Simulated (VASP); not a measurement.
OSZICAR of a VASP run on SnSe₂ (1T layered):

### OSZICAR
```
       N       E                     dE             d eps       ncg     rms          rms(c)
DAV:   1     0.197671722828E+03    0.19767E+03   -0.12567E+04   952   0.175E+03
DAV:   2     0.750322512722E+01   -0.19017E+03   -0.18738E+03  1036   0.411E+02
DAV:   3    -0.133408959197E+02   -0.20844E+02   -0.20083E+02  1230   0.122E+02
DAV:   4    -0.140612644740E+02   -0.72037E+00   -0.71936E+00  1145   0.234E+01
DAV:   5    -0.140782782605E+02   -0.17014E-01   -0.17011E-01  1444   0.369E+00    0.527E+00
DAV:   6    -0.138237379169E+02    0.25454E+00   -0.57975E-01  1405   0.846E+00    0.337E+00
DAV:   7    -0.137925622914E+02    0.31176E-01   -0.14371E-01  1161   0.259E+00    0.952E-01
DAV:   8    -0.137893822728E+02    0.31800E-02   -0.10463E-02  1227   0.107E+00    0.259E-01
DAV:   9    -0.137891489139E+02    0.23336E-03   -0.10452E-03  1078   0.253E-01    0.756E-02
DAV:  10    -0.137891466168E+02    0.22972E-05   -0.94022E-05  1308   0.729E-02    0.271E-02
DAV:  11    -0.137891485176E+02   -0.19009E-05   -0.13077E-05  1071   0.232E-02    0.484E-03
DAV:  12    -0.137891482564E+02    0.26128E-06   -0.11328E-06  1280   0.824E-03    0.417E-03
DAV:  13    -0.137891483055E+02   -0.49170E-07   -0.21177E-07   958   0.382E-03
   1 F= -.13789148E+02 E0= -.13789148E+02  d E =-.137891E+02
       N       E                     dE             d eps       ncg     rms          rms(c)
DAV:   1    -0.137891887403E+02   -0.40484E-04   -0.22585E-03   977   0.276E-01    0.208E-02
DAV:   2    -0.137891923545E+02   -0.36143E-05   -0.13328E-04  1291   0.869E-02    0.974E-03
DAV:   3    -0.137891904905E+02    0.18641E-05   -0.29418E-06  1072   0.198E-02    0.566E-03
DAV:   4    -0.137891897299E+02    0.76060E-06   -0.10135E-06  1491   0.140E-02    0.102E-03
DAV:   5    -0.137891897264E+02    0.35047E-08   -0.17613E-07   655   0.371E-03
   2 F= -.13789190E+02 E0= -.13789190E+02  d E =-.414208E-04
       N       E                     dE             d eps       ncg     rms          rms(c)
DAV:   1    -0.137892209149E+02   -0.31185E-04   -0.10387E-03   976   0.187E-01    0.141E-02
DAV:   2    -0.137892226009E+02   -0.16860E-05   -0.61326E-05  1303   0.591E-02    0.660E-03
DAV:   3    -0.137892217470E+02    0.85393E-06   -0.13519E-06  1060   0.134E-02    0.383E-03
DAV:   4    -0.137892213969E+02    0.35005E-06   -0.44746E-07  1216   0.949E-03    0.695E-04
DAV:   5    -0.137892213965E+02    0.46657E-09   -0.90464E-08   545   0.269E-03
   3 F= -.13789221E+02 E0= -.13789221E+02  d E =-.730909E-04
```

Problem. Which electronic solver shows in the log?

Solution. It is blocked Davidson (ALGO = Normal, or the opening steps of other solvers). The INCAR had ALGO = Normal.

Problem. Can the final energy be trusted as converged?

Solution. The run converged. It stopped with EDIFF = 1E-7, NELM = 100, NSW = 30 and EDIFFG = -0.01 after 3 ionic steps (LDA (Ceperley-Alder, Perdew-Zunger), plane waves, VASP's LDA PAW potentials (set 64)).

The compound is SnSe2 in the 1T layered structure. This run relaxes it. Symmetry was kept, so distortions that lower it aren't found.
